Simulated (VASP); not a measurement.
All values below come from LDA (Ceperley-Alder, Perdew-Zunger), VASP's LDA PAW potentials (set 64) (plane waves; VASP).

Input for VASP

### KPOINTS
```
Automatic mesh
0
Gamma
10 15 9
0.5 0.5 0.5
```

**POSCAR**
```
NiGe
1
    5.3296500000     0.0000000000     0.0000000000
    0.0000000000     3.4509200000     0.0000000000
    0.0000000000     0.0000000000     5.7707300000
Ni Ge
4 4
Direct
  0.5055400000   0.2500000000   0.6907300000
  0.4944600000   0.7500000000   0.3092700000
  0.9944600000   0.7500000000   0.1907300000
  0.0055400000   0.2500000000   0.8092700000
  0.6896600000   0.2500000000   0.0869800000
  0.3103400000   0.7500000000   0.9130200000
  0.8103400000   0.7500000000   0.5869800000
  0.1896600000   0.2500000000   0.4130200000
```

### INCAR
```
EDIFF = 1E-6   # SCF stop (eV)
ISMEAR = -1   # Fermi-Dirac
LASPH = .TRUE.   # aspherical one-centre terms
NELM = 100
LCHARG = .FALSE.
SYSTEM = NiGe
LREAL = .FALSE.   # projection in real space or not
ALGO = Normal   # blocked Davidson
LWAVE = .FALSE.
PREC = Accurate
ENCUT = 300   # plane-wave cut-off (eV)
SIGMA = 0.05   # width (eV)
LMAXMIX = 4
ISIF = 2   # forces and stress, cell fixed
```

POTCAR, in this order: Ni Ge_d (LDA.64 set). Program: vasp_std.

### Question
What will the output report for the number of irreducible k-points (NKPTS), largest plane-wave count, number of space-group operations, FFT grid (NGX, NGY, NGZ)?

### Answer

| Quantity | Value |
|---|---|
| number of irreducible k-points (NKPTS) | 200 |
| largest plane-wave count | 1275 |
| number of space-group operations | 8 |
| FFT grid (NGX, NGY, NGZ) | 30 × 20 × 36 |

The structure comes from a computed database's NiGe entry; how it stands against other phases isn't given here. The cell was not relaxed at this level. The run is one of a series of settings (KPOINTS 10×15×9 Γ-centred mesh shifted by (0.5, 0.5, 0.5) against the base run), some of them coarse on purpose. The run is not spin-polarised, so no magnetic state was tried.
